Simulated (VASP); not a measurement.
OSZICAR of a VASP run on MnS (rock salt, AFM-II order):

OSZICAR:
```
       N       E                     dE             d eps       ncg     rms          rms(c)
DAV:   1     0.344270222957E+03    0.34427E+03   -0.18828E+04  8588   0.155E+03
DAV:   2    -0.205077429156E+01   -0.34632E+03   -0.34139E+03  7890   0.452E+02
DAV:   3    -0.317819345692E+02   -0.29731E+02   -0.29270E+02 10866   0.127E+02
DAV:   4    -0.325954190370E+02   -0.81348E+00   -0.80168E+00  8983   0.205E+01
DAV:   5    -0.326129752540E+02   -0.17556E-01   -0.17550E-01  9956   0.337E+00    0.213E+01
DAV:   6    -0.306800230935E+02    0.19330E+01   -0.25594E+01 10438   0.480E+01    0.146E+01
DAV:   7    -0.306044237969E+02    0.75599E-01   -0.44866E+00  9749   0.244E+01    0.887E+00
DAV:   8    -0.306193247566E+02   -0.14901E-01   -0.24645E-01  9143   0.305E+00    0.433E+00
DAV:   9    -0.305986119853E+02    0.20713E-01   -0.94820E-02 10346   0.267E+00    0.593E-01
DAV:  10    -0.306021743527E+02   -0.35624E-02   -0.14661E-02  9357   0.115E+00    0.317E-01
DAV:  11    -0.306022601202E+02   -0.85767E-04   -0.13478E-03 10635   0.226E-01    0.173E-01
DAV:  12    -0.306023106288E+02   -0.50509E-04   -0.14284E-04  8914   0.125E-01    0.102E-01
DAV:  13    -0.306023212844E+02   -0.10656E-04   -0.29192E-05 10049   0.444E-02    0.262E-02
DAV:  14    -0.306023211375E+02    0.14690E-06   -0.87676E-06  8905   0.320E-02
   1 F= -.30602321E+02 E0= -.30602473E+02  d E =-.306023E+02  mag=     0.0000
       N       E                     dE             d eps       ncg     rms          rms(c)
DAV:   1    -0.306173759418E+02   -0.15055E-01   -0.27888E-01  8380   0.668E+00    0.119E+00
DAV:   2    -0.306048689933E+02    0.12507E-01   -0.11869E-01  8520   0.418E+00    0.105E+00
DAV:   3    -0.306033535235E+02    0.15155E-02   -0.75430E-03  8352   0.102E+00    0.194E-01
DAV:   4    -0.306028906416E+02    0.46288E-03   -0.36944E-03 10302   0.417E-01    0.126E-01
DAV:   5    -0.306027626849E+02    0.12796E-03   -0.69594E-04  9136   0.291E-01    0.810E-02
DAV:   6    -0.306027444412E+02    0.18244E-04   -0.71320E-05  8975   0.591E-02    0.302E-02
DAV:   7    -0.306027410388E+02    0.34024E-05   -0.64299E-06  9146   0.214E-02    0.150E-02
DAV:   8    -0.306027411141E+02   -0.75326E-07   -0.15699E-06  5088   0.798E-03
   2 F= -.30602741E+02 E0= -.30602938E+02  d E =-.419977E-03  mag=     0.0000
```

Which electronic solver shows in the log?

It is blocked Davidson (ALGO = Normal, or the opening steps of other solvers). The INCAR had ALGO = Normal.

How was spin treated?

Collinear spin (ISPIN = 2): the summary line carries one mag value, 0.00 μB in the cell.

Can the final energy be trusted as converged?

Self-consistency was reached. It stopped with EDIFF = 1E-6, NELM = 100, NSW = 60 and EDIFFG = -0.02 after 2 ionic steps (LDA (Ceperley-Alder, Perdew-Zunger), plane waves, VASP's LDA PAW potentials (set 64)).

The compound is MnS in the rock salt, AFM-II order structure. This run relaxes it. Symmetry was kept, so distortions that lower it aren't found. The start is the result of an earlier pass.
